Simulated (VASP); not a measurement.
Output of a VASP run:

**OSZICAR**
```
       N       E                     dE             d eps       ncg     rms          rms(c)
DAV:   1     0.136839847359E+03    0.13684E+03   -0.87818E+03  1352   0.137E+03
DAV:   2    -0.361780152634E+01   -0.14046E+03   -0.13332E+03  1636   0.341E+02
DAV:   3    -0.104882319451E+02   -0.68704E+01   -0.68137E+01  1712   0.778E+01
DAV:   4    -0.107245401327E+02   -0.23631E+00   -0.23608E+00  1984   0.129E+01
DAV:   5    -0.107272559520E+02   -0.27158E-02   -0.27156E-02  1664   0.142E+00    0.831E+00
DAV:   6    -0.917440818383E+01    0.15528E+01   -0.80331E+00  1568   0.268E+01    0.359E+00
DAV:   7    -0.913323018917E+01    0.41178E-01   -0.66175E-01  1860   0.808E+00    0.172E+00
DAV:   8    -0.913132216456E+01    0.19080E-02   -0.78679E-02  1412   0.318E+00    0.422E-01
DAV:   9    -0.912940995244E+01    0.19122E-02   -0.23343E-02  1688   0.126E+00    0.132E-01
DAV:  10    -0.912985348493E+01   -0.44353E-03   -0.20984E-03  1396   0.502E-01    0.230E-02
DAV:  11    -0.912987459233E+01   -0.21107E-04   -0.22340E-04  1908   0.139E-01    0.196E-02
DAV:  12    -0.912987109308E+01    0.34993E-05   -0.18901E-05  1540   0.532E-02    0.682E-03
DAV:  13    -0.912987056436E+01    0.52872E-06   -0.45103E-06  1792   0.176E-02    0.195E-03
DAV:  14    -0.912987027873E+01    0.28563E-06   -0.35810E-07  1644   0.760E-03    0.712E-04
DAV:  15    -0.912987028953E+01   -0.10798E-07   -0.67135E-08   776   0.277E-03
   1 F= -.91298703E+01 E0= -.91298703E+01  d E =0.000000E+00
```

File OUTCAR:
```
------------------------ aborting loop because EDIFF is reached ----------------------------------------
  FORCE on cell =-STRESS in cart. coord.  units (eV):
  Direction    XX          YY          ZZ          XY          YZ          ZX
  --------------------------------------------------------------------------------------
  Total       -0.0003963     -0.0003963     -0.0003963      0.0000000     -0.0000000      0.0000000
  in kB       -0.0231639     -0.0231639     -0.0231639      0.0000000     -0.0000000      0.0000000
  external PRESSURE =      -0.0231639 kB  Pullay stress =       0.0000000 kB
  volume of cell :       27.41
      direct lattice vectors                 reciprocal lattice vectors
     0.000000000  2.393054327  2.393054327    -0.208938006  0.208938006  0.208938006
     2.393054327  0.000000000  2.393054327     0.208938006 -0.208938006  0.208938006
     2.393054327  2.393054327  0.000000000     0.208938006  0.208938006 -0.208938006
  FREE ENERGIE OF THE ION-ELECTRON SYSTEM (eV)
  ---------------------------------------------------
  free  energy   TOTEN  =        -9.1298702895 eV

  energy  without entropy=       -9.1298702895  energy(sigma->0) =       -9.12987029

 total charge

# of ion       s       p       d       tot
------------------------------------------
    1        2.042   5.883   0.308   8.232
    2        1.544   3.447   0.000   4.991
--------------------------------------------------
tot          3.586   9.330   0.308  13.224
```
(Selected blocks of OUTCAR.)

File POSCAR:
```
CaO
1
   -0.0000000000     2.3930543268     2.3930543268
    2.3930543268    -0.0000000000     2.3930543268
    2.3930543268     2.3930543268     0.0000000000
Ca O
1 1
Direct
  0.0000000000   0.0000000000   0.0000000000
  0.5000000000   0.5000000000   0.5000000000
```

Question: Write an INCAR and KPOINTS that could have produced this output.

Answer: This is not unique; one that fits is the input of the run itself, vdW-DF-cx, plane waves, VASP's PBE PAW potentials (set 64).

### INCAR
```
AGGAC = 0.0
ALGO = Normal
EDIFF = 1E-7
ENCUT = 520
GGA = CX
ISIF = 2
ISMEAR = -5
LASPH = .TRUE.
LCHARG = .TRUE.
LORBIT = 11
LREAL = .FALSE.
LUSE_VDW = .TRUE.
LWAVE = .FALSE.
NEDOS = 601
NELM = 100
PREC = Accurate
SYSTEM = CaO
```

**KPOINTS**
```
Regular mesh
0
Gamma
  11 11 11
```

POTCAR, in this order: Ca_sv O (PBE.64 set). Program: vasp_std.

The compound is CaO in the rock salt structure. It was relaxed first.
